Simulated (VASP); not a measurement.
Wanted: the native input for a VASP 6.6.1 run.

* Task: single point
* Functional: PBE
* Potentials or basis: VASP PAW PBE potentials, release 64 (K_sv, Si, Sb)
* Cutoff: 520 eV
* k mesh: 3 × 3 × 3
* Occupations: gaussian, width 0.1 eV
* Spin: no spin polarisation
* Dipole correction: no
* Further INCAR settings: ALGO = Fast; EDIFF = 1e-07; NBANDS = 28

The structure of K2SiSb3 lies in POSCAR:

```
K2SiSb3
1.0
    3.2536151800      1.8784756000      4.5852182800
   -3.2536151800      1.8784756000      4.5852182800
    0.0000000000     -3.7569512000      4.5852182800
K Si Sb
2 1 3
Direct
    0.8712233300      0.8712233300      0.8712233300
    0.1287766700      0.1287766700      0.1287766700
    0.5000000000      0.5000000000      0.5000000000
    0.5000000000      0.0000000000      0.5000000000
    0.5000000000      0.5000000000      0.0000000000
    0.0000000000      0.5000000000      0.5000000000
```

The cell was built by a generator and needn't be a form met in nature.

The cell isn't the ideal one: species swapped into the Sm2GeRh3 type (R-3m, No. 166).

These files were run (other wordings do the same):

INCAR

```
SYSTEM = K2SiSb3
ALGO = Fast ; EDIFF = 1E-7
ENCUT = 520 ; GGA = PE
ISIF = 2 ; ISMEAR = 0
LASPH = .TRUE. ; LCHARG = .FALSE.
LREAL = .FALSE. ; LWAVE = .FALSE.
NBANDS = 28 ; NELM = 100
PREC = Accurate ; SIGMA = 0.1
```

KPOINTS

```
k-points
0
G
  3 3 3
  0 0 0
```

Potentials or basis: VASP PAW PBE potentials, release 64 (K_sv, Si, Sb).

Command:

```console
$ cat potpaw_PBE.64/K_sv/POTCAR potpaw_PBE.64/Si/POTCAR potpaw_PBE.64/Sb/POTCAR > POTCAR
$ mpirun -np 1 vasp_std > vasp.out
```

Results of the run:

- Pressure: 2.3 GPa
- Largest force: 0.468 eV/Å
- Band gap on the k mesh: none (metal or under the smearing width)

Caveat: the k mesh is coarse (spacing up to 0.40 Å⁻¹), so the values aren't converged.

Wall time 73 s on 1 thread of Intel(R) Xeon(R) Platinum 8259CL CPU @ 2.50GHz (Skylake/Cascade Lake), on a shared host, peak memory 0.32 GiB.
